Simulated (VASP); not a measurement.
Computed with PBEsol GGA, VASP's PBE PAW potentials (set 64) (plane waves; VASP).

A VASP calculation is set up with these files.

### INCAR
```
ISIF = 3
ENCUT = 520   # plane-wave cut-off (eV)
IBRION = 2
LREAL = .FALSE.
SYSTEM = Na
EDIFF = 1E-6
LCHARG = .FALSE.
GGA = PS
SIGMA = 0.1
ALGO = Normal   # blocked Davidson
LASPH = .TRUE.   # aspherical one-centre terms
ISMEAR = 1
EDIFFG = -0.01   # ionic stop
LWAVE = .FALSE.
PREC = Accurate
NELM = 100   # most electronic steps
NSW = 60   # most ionic steps
```

KPOINTS:
```
Automatic mesh
0
Gamma
11 11 11
0 0 0
```

File POSCAR:
```
Na
1.0
 -2.1300000000   2.1300000000   2.1300000000
  2.1300000000  -2.1300000000   2.1300000000
  2.1300000000   2.1300000000  -2.1300000000
Na
1
Direct
  0.0000000000   0.0000000000   0.0000000000
```

POTCAR, in this order: Na_pv (PBE.64 set). Program: vasp_std.

The resulting files:

### OSZICAR
```
       N       E                     dE             d eps       ncg     rms          rms(c)
DAV:   1     0.209512529215E+02    0.20951E+02   -0.38738E+03   784   0.814E+02
DAV:   2    -0.969370094358E+00   -0.21921E+02   -0.21914E+02   812   0.140E+02
DAV:   3    -0.139696157944E+01   -0.42759E+00   -0.42759E+00  1043   0.283E+01
DAV:   4    -0.140063830324E+01   -0.36767E-02   -0.36767E-02  1001   0.230E+00
DAV:   5    -0.140068349885E+01   -0.45196E-04   -0.45196E-04   973   0.213E-01    0.232E-01
DAV:   6    -0.139915743100E+01    0.15261E-02   -0.30938E-03   945   0.109E+00    0.142E-01
DAV:   7    -0.139877280435E+01    0.38463E-03   -0.28458E-03   812   0.927E-01    0.457E-02
DAV:   8    -0.139871896581E+01    0.53839E-04   -0.20976E-04   882   0.351E-01    0.207E-03
DAV:   9    -0.139871925925E+01   -0.29344E-06   -0.75142E-07   581   0.136E-02
   1 F= -.13987193E+01 E0= -.13986108E+01  d E =-.139872E+01
       N       E                     dE             d eps       ncg     rms          rms(c)
DAV:   1    -0.141081020602E+01   -0.12091E-01   -0.34309E-01   784   0.131E+01    0.710E-01
DAV:   2    -0.140301724911E+01    0.77930E-02   -0.95608E-03   784   0.212E+00    0.358E-01
DAV:   3    -0.140048329842E+01    0.25340E-02   -0.45677E-03   798   0.140E+00    0.361E-02
DAV:   4    -0.140030865678E+01    0.17464E-03   -0.15532E-04   798   0.298E-01    0.281E-03
DAV:   5    -0.140030692052E+01    0.17363E-05   -0.96475E-07   518   0.245E-02    0.109E-03
DAV:   6    -0.140030658543E+01    0.33508E-06   -0.35040E-07   406   0.142E-02
   2 F= -.14003066E+01 E0= -.14001948E+01  d E =-.158733E-02
       N       E                     dE             d eps       ncg     rms          rms(c)
DAV:   1    -0.148869887769E+01   -0.88392E-01   -0.27361E+00   784   0.364E+01    0.205E+00
DAV:   2    -0.142427110099E+01    0.64428E-01   -0.82090E-02   784   0.625E+00    0.103E+00
DAV:   3    -0.140372086004E+01    0.20550E-01   -0.36390E-02   784   0.397E+00    0.112E-01
DAV:   4    -0.140229520634E+01    0.14257E-02   -0.10878E-03   805   0.797E-01    0.745E-03
DAV:   5    -0.140227582232E+01    0.19384E-04   -0.23626E-05   889   0.117E-01    0.298E-03
DAV:   6    -0.140227437955E+01    0.14428E-05   -0.76658E-07   413   0.223E-02    0.174E-04
DAV:   7    -0.140227440119E+01   -0.21640E-07   -0.14696E-07   413   0.649E-03
   3 F= -.14022744E+01 E0= -.14021540E+01  d E =-.355514E-02
```

File OUTCAR:
```
------------------------ aborting loop because EDIFF is reached ----------------------------------------
  FORCE on cell =-STRESS in cart. coord.  units (eV):
  Direction    XX          YY          ZZ          XY          YZ          ZX
  --------------------------------------------------------------------------------------
  Total       -0.0017066     -0.0017066     -0.0017066      0.0000000      0.0000000     -0.0000000
  in kB       -0.0753639     -0.0753639     -0.0753639      0.0000000      0.0000000     -0.0000000
  external PRESSURE =      -0.0753639 kB  Pullay stress =       0.0000000 kB
  volume of cell :       36.28
      direct lattice vectors                 reciprocal lattice vectors
    -2.085468489  2.085468489  2.085468489     0.000000000  0.239754282  0.239754282
     2.085468489 -2.085468489  2.085468489     0.239754282  0.000000000  0.239754282
     2.085468489  2.085468489 -2.085468489     0.239754282  0.239754282  0.000000000
 POSITION                                       TOTAL-FORCE (eV/Angst)
 -----------------------------------------------------------------------------------
      0.00000      0.00000      0.00000        -0.000000      0.000000     -0.000000
 -----------------------------------------------------------------------------------
    total drift:                               -0.000000     -0.000000     -0.000000
  FREE ENERGIE OF THE ION-ELECTRON SYSTEM (eV)
  ---------------------------------------------------
  free  energy   TOTEN  =        -1.4022744012 eV

  energy  without entropy=       -1.4019133034  energy(sigma->0) =       -1.40215404

 reached required accuracy - stopping structural energy minimisation
```
(Selected blocks of OUTCAR.)

CONTCAR:
```
Na
   1.00000000000000
    -2.0854684892900406    2.0854684892900406    2.0854684892900401
     2.0854684892900406   -2.0854684892900406    2.0854684892900401
     2.0854684892900406    2.0854684892900406   -2.0854684892900401
  Na
     1
Direct
     0.0000000000000000    0.0000000000000000    0.0000000000000000
```

Energy and stress use the plane-wave basis of the starting cell.

The compound is Na in the bcc structure. This run relaxes it. Symmetry was kept, so distortions that lower it aren't found.
